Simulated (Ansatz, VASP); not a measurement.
# Cross-check of Si7O13F2 (fluorine-doped silica glass) between VASP and Ansatz, part 2 of 2

Aim: how closely do two programs agree when they are given the same cell, functional and k mesh? Of the first pair: The structure shown is the start of the Ansatz relaxation below; VASP solves that cell, so the two are compared at the walk's first step.

VASP 6.6.1 and Ansatz 0.2.0.

So far: The structure; Ansatz: relaxation, PBE.

**3. VASP: single point, PBE, start cell, pair 1**

Level of this step: PBE; plane waves and PAW (Si, F, O) (VASP).

The same cell, functional, mesh and smearing now go to VASP, with its own data sets.

Lines of VASP's logs that name or quote its potential files are left out, and so is its time.

File INCAR:

```
SYSTEM = Si7O13F2
PREC = Accurate
ENCUT = 520
EDIFF = 1E-06
NELM = 120
ISMEAR = -1
SIGMA = 0.05
LREAL = Auto
ALGO = Normal
GGA = PE
NBANDS = 152
LORBIT = 11
LWAVE = .FALSE.
LCHARG = .FALSE.
ISIF = 2
LASPH = .TRUE.
GGA_COMPAT = .FALSE.
EFERMI = MIDGAP
KPAR = 8
```

File POSCAR:

```
Si7O13F2
1.0
    8.4512060000      0.0000000000      0.0000000000
    0.0000000000      8.4512060000      0.0000000000
    0.0000000000      0.0000000000      8.4512060000
Si F O
14 4 26
Direct
    0.8633160758      0.3461710672      0.9819410389
    0.5966679785      0.5479429800      0.6339670338
    0.9071340824      0.9667230925      0.7243440759
    0.7573160564      0.6038410376      0.1895450188
    0.6234100790      0.0956470591      0.9129590499
    0.2082880242      0.8008570611      0.8200280528
    0.9057861091      0.3331710291      0.6287019864
    0.3316629603      0.1271419724      0.6882709994
    0.2786880358      0.4435779935      0.8235500353
    0.2130119654      0.3328310776      0.4098170131
    0.9856631113      0.8122720000      0.3945730349
    0.0626639559      0.0993820290      0.1695710648
    0.3383930057      0.6841540722      0.4024109695
    0.4714250250      0.8235250685      0.0879950151
    0.2802999951      0.4525420396      0.0207999900
    0.6497589811      0.4618420140      0.2669730214
    0.6853279875      0.6629160383      0.7571890923
    0.1999269690      0.0217159539      0.0667430187
    0.9228680498      0.1413859750      0.6388120228
    0.7351640701      0.4151299826      0.5901860634
    0.3233139744      0.2170330483      0.5266190411
    0.3457249770      0.7851990592      0.9491490327
    0.9240650388      0.3787330471      0.8097680970
    0.9501310227      0.1927920110      0.0573929922
    0.2362959795      0.2587810544      0.7987310923
    0.4887239762      0.6592970281      0.5280770579
    0.3015200434      0.4970169938      0.3890430549
    0.1556530512      0.2196180048      0.2821010398
    0.7591850205      0.9995020829      0.8310890777
    0.2672799598      0.9442790769      0.6816909918
    0.4021710038      0.7769440243      0.2553489999
    0.6352830590      0.7165509869      0.0910919696
    0.4981840462      0.1188270644      0.7788149999
    0.1604490531      0.7483899931      0.4237469777
    0.4552799920      0.4672110702      0.7496900442
    0.9042200604      0.8567030552      0.5691530889
    0.9930490394      0.9538980590      0.2731590024
    0.0511499779      0.3790540664      0.5098830865
    0.5327750856      0.9970820733      0.0530440271
    0.0355279471      0.8867250426      0.8362450282
    0.8542250656      0.6821670185      0.3218300441
    0.8650040006      0.5015820227      0.0770480568
    0.1923300651      0.5994520782      0.7729890858
    0.6860430334      0.2729509847      0.9505670552
```

File KPOINTS:

```
Automatic mesh
0
Gamma
2 2 2
0 0 0
```

Potentials, in the order of the species: Si, F and O (PBE family, release 64).

Run with:

```sh
mpirun -np 8 vasp_std
```

Numbers of over 12 decimals in the logs are rounded to 6 here.

The log of the run:

```text
[banner, memory and clock lines left out]
running    8 mpi-ranks, on    1 nodes
[...]
|                                                                             |
|           W    W    AA    RRRRR   N    N  II  N    N   GGGG   !!!           |
|           W    W   A  A   R    R  NN   N  II  NN   N  G    G  !!!           |
|           W    W  A    A  R    R  N N  N  II  N N  N  G       !!!           |
|           W WW W  AAAAAA  RRRRR   N  N N  II  N  N N  G  GGG   !            |
|           WW  WW  A    A  R   R   N   NN  II  N   NN  G    G                |
|           W    W  A    A  R    R  N    N  II  N    N   GGGG   !!!           |
|                                                                             |
|     For optimal performance we recommend to set                             |
|       NCORE = 2 up to number-of-cores-per-socket                            |
|     NCORE specifies how many cores store one orbital (NPAR=cpu/NCORE).      |
|     This setting can greatly improve the performance of VASP for DFT.       |
|     The default, NCORE=1 might be grossly inefficient on modern             |
|     multi-core architectures or massively parallel machines. Do your        |
|     Unfortunately you need to use the default for GW and RPA                |
|     calculations (for HF NCORE is supported but not extensively tested      |
|     yet).                                                                   |
|                                                                             |

 LDA part: xc-table for (Slater+PW92), standard interpolation
 POSCAR, INCAR and KPOINTS ok, starting setup
[...]
entering main loop
       N       E                     dE             d eps       ncg     rms          rms(c)
DAV:   1     0.167747782590E+04    0.16775E+04   -0.12671E+05  2440   0.146E+03
DAV:   2    -0.231763042131E+03   -0.19092E+04   -0.18622E+04  2912   0.348E+02
DAV:   3    -0.372843985160E+03   -0.14108E+03   -0.14025E+03  2896   0.100E+02
DAV:   4    -0.375236211171E+03   -0.23922E+01   -0.23837E+01  2904   0.139E+01
[...]
DAV:  16    -0.328689178493E+03    0.98673E-05   -0.15424E-05  2648   0.201E-02    0.774E-03
DAV:  17    -0.328689178109E+03    0.38397E-06   -0.13292E-05  2856   0.142E-02    0.541E-03
DAV:  18    -0.328689178103E+03    0.60063E-08   -0.14188E-06  1952   0.497E-03
   1 F= -.32868918E+03 E0= -.32868918E+03  d E =-.227150E-20
```

From OUTCAR (step 3):

```text
  Total       17.6811825     10.4185464     33.5766209      2.5885589     11.7254346      2.3302666
  in kB       46.9316503     27.6542351     89.1233508      6.8708834     31.1231443      6.1852910
  external PRESSURE =      54.5697454 kB  Pullay stress =       0.0000000 kB

 POSITION                                       TOTAL-FORCE (eV/Angst)
 -----------------------------------------------------------------------------------
      7.29606      2.92556      8.29859        -1.802424     -2.872713     -1.424392
      5.04256      4.63078      5.35779        -0.631819     -1.814686      3.295655
      7.66638      8.16998      6.12158        -0.081074      1.441282     -2.118853
      6.40023      5.10319      1.60188        -4.020886     -1.045590     -1.041477
      5.26857      0.80833      7.71561        -0.815655      0.879714      0.855873
      1.76028      6.76821      6.93023         0.276057     -0.135194     -2.248929
      7.65498      2.81570      5.31329         0.637948     -0.966879     -0.686131
      2.80295      1.07450      5.81672        -0.031823     -0.140648      2.094340
      2.35525      3.74877      6.95999         2.908229     -1.307042      2.194778
      1.80021      2.81282      3.46345         0.309834      0.829913      4.558221
      8.33004      6.86468      3.33462        -2.276617     -0.872210      2.184834
      0.52959      0.83990      1.43308         1.512828     -0.759768      0.963686
      2.85983      5.78193      3.40086         0.419677     -2.202225      1.091869
      3.98411      6.95978      0.74366         1.687241     -1.197946     -0.833426
[...]
-----------------------------------------------------------------------------------
    total drift:                                0.009599     -0.005360     -0.019259

  FREE ENERGIE OF THE ION-ELECTRON SYSTEM (eV)
  ---------------------------------------------------
  free  energy   TOTEN  =      -328.6891781025 eV

  energy  without entropy=     -328.6891781025  energy(sigma->0) =     -328.68917810

[... 3 further parts left out ...]
[key lines of the parts left out:]
E-fermi :   3.0390
```

The run ends at a pressure of 5.46 GPa, with forces up to 5.1 eV/Å.

**4. Differences**

Known differences besides the potentials themselves: the cutoff is 420 eV in Ansatz and 520 eV in VASP (PREC = Accurate, projectors in real space). Total energies have different zeros and are not compared.

Forces on 10 of the 44 atoms, those with the largest forces and the largest differences (eV/Å; atoms numbered as in POSCAR):

```
atom          Ansatz x, y, z            VASP x, y, z
 Si1  -1.841, -2.885, -1.431  -1.802, -2.873, -1.424
 Si2   -0.571, -1.697, 3.398   -0.632, -1.815, 3.296
 Si4  -4.114, -1.153, -0.975  -4.021, -1.046, -1.041
 Si9    2.919, -1.291, 2.291    2.908, -1.307, 2.195
Si10     0.273, 0.829, 4.581     0.310, 0.830, 4.558
Si12    1.638, -0.818, 0.850    1.513, -0.760, 0.964
 F17    0.176, 0.048, -0.473    0.271, 0.162, -0.349
 F18    0.064, 0.036, -0.040   0.210, -0.057, -0.152
 O41     2.600, 2.064, 2.329     2.628, 2.094, 2.334
 O43   -2.214, 4.496, -0.844   -2.225, 4.530, -0.845
```

The forces differ by 43 meV/Å r.m.s., which is 3.1 % of the r.m.s. force of 1.407 eV/Å (both taken over all components).

**5. Ansatz: relaxation, PBE**

This run makes the geometry at which the two programs are then compared. The cell compared in this pair holds 625.41 Å³, against 603.61 Å³ for the pair before.

The structure compared here is the end of the Ansatz relaxation.

File input.yaml:

```yaml
crystal:
  lattice:
    - [8.4512064951, 0.0, 0.0]
    - [0.0, 8.4512064951, 0.0]
    - [0.0, 0.0, 8.4512064951]
  atoms:
    - { symbol: Si, position: [0.863316, 0.346171, 0.981941] }
    - { symbol: Si, position: [0.596668, 0.547943, 0.633967] }
    - { symbol: Si, position: [0.907134, 0.966723, 0.724344] }
    - { symbol: Si, position: [0.757316, 0.603841, 0.189545] }
    - { symbol: Si, position: [0.62341, 0.095647, 0.912959] }
    - { symbol: Si, position: [0.208288, 0.800857, 0.820028] }
    - { symbol: Si, position: [0.905786, 0.333171, 0.628702] }
    - { symbol: Si, position: [0.331663, 0.127142, 0.688271] }
    - { symbol: Si, position: [0.278688, 0.443578, 0.82355] }
    - { symbol: Si, position: [0.213012, 0.332831, 0.409817] }
    - { symbol: Si, position: [0.985663, 0.812272, 0.394573] }
    - { symbol: Si, position: [0.062664, 0.099382, 0.169571] }
    - { symbol: Si, position: [0.338393, 0.684154, 0.402411] }
    - { symbol: Si, position: [0.471425, 0.823525, 0.087995] }
    - { symbol: F, position: [0.2803, 0.452542, 0.0208] }
    - { symbol: F, position: [0.649759, 0.461842, 0.266973] }
    - { symbol: F, position: [0.685328, 0.662916, 0.757189] }
    - { symbol: F, position: [0.199927, 0.021716, 0.066743] }
    - { symbol: O, position: [0.922868, 0.141386, 0.638812] }
    - { symbol: O, position: [0.735164, 0.41513, 0.590186] }
    - { symbol: O, position: [0.323314, 0.217033, 0.526619] }
    - { symbol: O, position: [0.345725, 0.785199, 0.949149] }
    - { symbol: O, position: [0.924065, 0.378733, 0.809768] }
    - { symbol: O, position: [0.950131, 0.192792, 0.057393] }
    - { symbol: O, position: [0.236296, 0.258781, 0.798731] }
    - { symbol: O, position: [0.488724, 0.659297, 0.528077] }
    - { symbol: O, position: [0.30152, 0.497017, 0.389043] }
    - { symbol: O, position: [0.155653, 0.219618, 0.282101] }
    - { symbol: O, position: [0.759185, 0.999502, 0.831089] }
    - { symbol: O, position: [0.26728, 0.944279, 0.681691] }
    - { symbol: O, position: [0.402171, 0.776944, 0.255349] }
    - { symbol: O, position: [0.635283, 0.716551, 0.091092] }
    - { symbol: O, position: [0.498184, 0.118827, 0.778815] }
    - { symbol: O, position: [0.160449, 0.74839, 0.423747] }
    - { symbol: O, position: [0.45528, 0.467211, 0.74969] }
    - { symbol: O, position: [0.90422, 0.856703, 0.569153] }
    - { symbol: O, position: [0.993049, 0.953898, 0.273159] }
    - { symbol: O, position: [0.05115, 0.379054, 0.509883] }
    - { symbol: O, position: [0.532775, 0.997082, 0.053044] }
    - { symbol: O, position: [0.035528, 0.886725, 0.836245] }
    - { symbol: O, position: [0.854225, 0.682167, 0.32183] }
    - { symbol: O, position: [0.865004, 0.501582, 0.077048] }
    - { symbol: O, position: [0.19233, 0.599452, 0.772989] }
    - { symbol: O, position: [0.686043, 0.272951, 0.950567] }
  symmetry: { detect: false }
kpoints:
  mp_grid: { grid: [2, 2, 2] }
scf:
  occupations: { method: fermi_dirac, width: 0.05 }
hamiltonian:
  xc: pbe
  pseudopotentials: { kind: paw, azcp: { folder: soft_1 } }
output:
  forces: true
  stress: true
relax:
  f_tol: 0.04
  max_steps: 100
  escape_saddle: false
  cell: { stress_tol: 0.4, fix: [] }
```

Run with:

```sh
ansatz run input.yaml --threads 4 --pin off --max-ram 16384MiB --backend cpu --events-out ev --progress --plain --runs-dir out
```

The log of the run:

```text
[...]
Crystal: 44 atoms, lattice volume = 603.610 Å³
Basis set: ecut = 420 eV, 11753 PW (Γ), exchange–correlation on 120×120×120 points (8 copies of the dense FFT grid, shifted against one another)
Bands: 164, of which v1, the nominal top of the filled ones, is band 120 counted from 1 (119 counted from 0)
Symmetry: 1 space group operations
k-points: 8
[...]
- { symbol: O, position: [0.997527, 0.184806, 0.036300] }
    - { symbol: O, position: [0.250044, 0.276574, 0.790067] }
    - { symbol: O, position: [0.454641, 0.620402, 0.511411] }
[...]
- { symbol: O, position: [0.866885, 0.675087, 0.315545] }
    - { symbol: O, position: [0.864277, 0.473196, 0.090255] }
    - { symbol: O, position: [0.220793, 0.618194, 0.760687] }
    - { symbol: O, position: [0.704549, 0.239250, 0.955877] }
[key lines of the parts left out:]
SCF converged after 4 iterations
Free energy (F): -26934.063394 eV
Fermi energy:    4.020962 eV
P = ⅓ Tr σ = 0.0141 GPa (0.141 kbar)
```

**6. VASP: single point, PBE, relaxed cell, pair 2**

The same cell, functional, mesh and smearing now go to VASP, with its own data sets.

INCAR: that of step 3 with these lines changed.

```diff
@@ -2,3 +2,3 @@
 PREC = Accurate
-ENCUT = 520
+ENCUT = 600
 EDIFF = 1E-06
```

File POSCAR:

```
Si7O13F2
1.0
    8.5520405240      0.2276009585     -0.1392767789
    0.2276009585      8.2154396323      0.3537964463
   -0.1392767789      0.3537964463      8.9258994321
Si F O
14 4 26
Direct
    0.8682839759      0.3292720838      0.9759563870
    0.5848892086      0.5465565336      0.6380275596
    0.9042769649      0.9564001656      0.7099848536
    0.7591885850      0.5821095734      0.1973295532
    0.6313085588      0.0784235594      0.8909361363
    0.2244200234      0.8059774092      0.8119888371
    0.9006634205      0.3484150972      0.6465765054
    0.3388710275      0.1423905040      0.6878212917
    0.3164683115      0.4507597038      0.8341458237
    0.1679904082      0.3455380685      0.4286669858
    0.9709650896      0.8105777313      0.3948615536
    0.0657006785      0.1096180365      0.1985435597
    0.3187976645      0.6632304683      0.3793739666
    0.4750240217      0.8134583986      0.0844339156
    0.3143011031      0.4406147164      0.0125855438
    0.6574391277      0.4576508587      0.2934585671
    0.6648634566      0.7000280185      0.6973205345
    0.2408954773      0.0469850149      0.1731198803
    0.9220582877      0.1491065417      0.6512866667
    0.7243545867      0.4211080829      0.5873309695
    0.3029472423      0.2196246436      0.5155049087
    0.3340443817      0.7826166690      0.9649503606
    0.9235427439      0.4095773288      0.8149817347
    0.9975271663      0.1848057109      0.0362996188
    0.2500438765      0.2765736725      0.7900666039
    0.4546414062      0.6204022867      0.5114111538
    0.2565505010      0.4888223503      0.3341166188
    0.0663572197      0.2494177652      0.3137400627
    0.7606124082      0.9529977797      0.8255348392
    0.2904446042      0.9521795120      0.6985366357
    0.4025468126      0.7738067229      0.2493401800
    0.6365181647      0.6968957757      0.0871416791
    0.5216520710      0.1352566684      0.7408218566
    0.1582226109      0.7609620904      0.4287969057
    0.4956579870      0.4643353626      0.7807675158
    0.8982321464      0.8602340812      0.5543397709
    0.9612455713      0.9647223783      0.2664943699
    0.0381113034      0.4201249930      0.5406450493
    0.5347742447      0.9944473620      0.0299033415
    0.0434194156      0.8708063027      0.8251424358
    0.8668845144      0.6750872001      0.3155447008
    0.8642772642      0.4731962816      0.0902553168
    0.2207930492      0.6181937400      0.7606872776
    0.7045493167      0.2392497561      0.9558769726
```

KPOINTS is that of step 3.

Run with:

```sh
mpirun -np 8 vasp_std
```

The log of the run:

```text
[banner, memory and clock lines left out]
running    8 mpi-ranks, on    1 nodes
[...]
[... a notice as in an earlier step ...]

 LDA part: xc-table for (Slater+PW92), standard interpolation
 POSCAR, INCAR and KPOINTS ok, starting setup
[...]
entering main loop
       N       E                     dE             d eps       ncg     rms          rms(c)
DAV:   1     0.177192373420E+04    0.17719E+04   -0.13541E+05  2472   0.162E+03
DAV:   2    -0.225202612512E+03   -0.19971E+04   -0.19472E+04  2952   0.359E+02
DAV:   3    -0.374058968147E+03   -0.14886E+03   -0.14805E+03  2888   0.103E+02
DAV:   4    -0.376662268209E+03   -0.26033E+01   -0.25933E+01  2928   0.145E+01
[...]
DAV:  15    -0.333614153190E+03    0.45245E-04   -0.35292E-05  2752   0.234E-02    0.924E-03
DAV:  16    -0.333614150005E+03    0.31843E-05   -0.10631E-05  2792   0.145E-02    0.655E-03
DAV:  17    -0.333614150015E+03   -0.96516E-08   -0.45112E-06  2728   0.759E-03
   1 F= -.33361415E+03 E0= -.33361415E+03  d E =0.000000E+00
```

Parts of OUTCAR (step 6):

```text
  Total       -0.3117860     -0.4274619     -0.2569076      0.1221982     -0.0065374     -0.1786933
  in kB       -0.7987368     -1.0950767     -0.6581486      0.3130487     -0.0167476     -0.4577784
  external PRESSURE =      -0.8506540 kB  Pullay stress =       0.0000000 kB

 POSITION                                       TOTAL-FORCE (eV/Angst)
 -----------------------------------------------------------------------------------
      7.36461      3.24803      8.70685         0.008813      0.032715      0.017175
      5.03753      4.84906      5.80688        -0.077520     -0.143117     -0.100759
      7.85221      8.31425      6.54968        -0.019557     -0.031033     -0.006888
      6.59762      5.02489      1.86155         0.149732      0.116096     -0.080954
      5.29274      1.10318      7.89223        -0.003479      0.005716      0.021952
      1.98960      6.95982      7.50163        -0.010069     -0.007610      0.012818
      7.69176      3.29613      5.76910         0.006470      0.004368     -0.033300
      2.83465      1.49028      6.14260         0.012569     -0.029652     -0.043345
      2.69287      4.07034      7.56090        -0.008869     -0.011151     -0.143575
      1.45560      3.02864      3.92509        -0.000922      0.014884     -0.031708
      8.43323      7.01995      3.67604        -0.035923     -0.023984      0.017623
      0.55917      0.98576      1.80181        -0.192077      0.056726      0.019290
      2.82448      5.65551      3.57650         0.031590      0.034636      0.000990
      4.23581      6.82091      0.97529        -0.024536      0.016230      0.019224
[...]
-----------------------------------------------------------------------------------
    total drift:                                0.004118     -0.015423      0.005112

  FREE ENERGIE OF THE ION-ELECTRON SYSTEM (eV)
  ---------------------------------------------------
  free  energy   TOTEN  =      -333.6141500148 eV

  energy  without entropy=     -333.6141500148  energy(sigma->0) =     -333.61415001

[... 1 part as in an earlier step ...]

[... 2 further parts left out ...]
[key lines of the parts left out:]
E-fermi :   2.6916
```

The run ends at a pressure of -0.09 GPa, with forces up to 0.21 eV/Å.

**7. Side by side**

What differs besides the data sets and the points named for the pairs above, as far as they apply: the cutoff is 420 eV in Ansatz and 600 eV in VASP (PREC = Accurate, projectors in real space); Ansatz's pressure holds a Pulay correction, VASP's none. Total energies have different zeros and are not compared.

Both answers:

```
              quantity  Ansatz   VASP  difference
        pressure (GPa)    0.01  -0.09       +0.10
gap on the k mesh (eV)   5.350  5.342      +0.009
```

Forces on 7 of the 44 atoms, those with the largest forces and the largest differences (eV/Å; atoms numbered as in POSCAR):

```csv
atom,"Ansatz x, y, z","VASP x, y, z"
Si2,"0.002, 0.006, -0.001","-0.078, -0.143, -0.101"
Si4,"0.011, -0.003, 0.007","0.150, 0.116, -0.081"
Si12,"-0.010, 0.003, 0.001","-0.192, 0.057, 0.019"
F15,"0.000, 0.002, -0.003","-0.008, 0.002, 0.191"
F16,"-0.001, 0.002, 0.003","-0.116, -0.123, 0.110"
F17,"0.000, -0.003, -0.008","0.095, 0.163, 0.064"
F18,"0.006, 0.004, 0.000","0.186, -0.061, -0.032"
```

The forces differ by 49 meV/Å r.m.s., where the r.m.s. force is 0.003 eV/Å in Ansatz and 0.049 eV/Å in VASP: the atoms lie near their places of rest in Ansatz, so a percentage would say little (all taken over all components). A gap on the mesh is an upper bound, since the band edges may lie between its points.

**8. Results**

```yaml
r_m_s_force_difference_single_point_pbe_start_cell_pair_1: 3.1 % of the r.m.s. force
r_m_s_force_difference_single_point_pbe_relaxed_cell_pair_2: 49 meV/Å
```

What this shows: The r.m.s. force difference is 49 meV/Å (single point, PBE, relaxed cell, pair 2), beyond the 12 meV/Å picked in this series as the mark of a large difference. What causes the difference of the single point, PBE, start cell, pair 1 pair stays open here. What causes the difference of the single point, PBE, relaxed cell, pair 2 pair stays open here. Such differences can come from data sets, numerical settings and the points named under the comparisons, not from the functional's error against experiment.

[Lines on the potential files, build, host, timing and source positions are cut from VASP's logs without a mark.]

[Logs are printed without paths, hosts, clocks, repeated set-up lines and the standing remarks that a program may print on its own settings, such as how far it seeks lower states.]

[Hosts, paths, dates, database ids (printed as entryN), source tags and the programs' standing remarks are cut or masked in the printed files.]
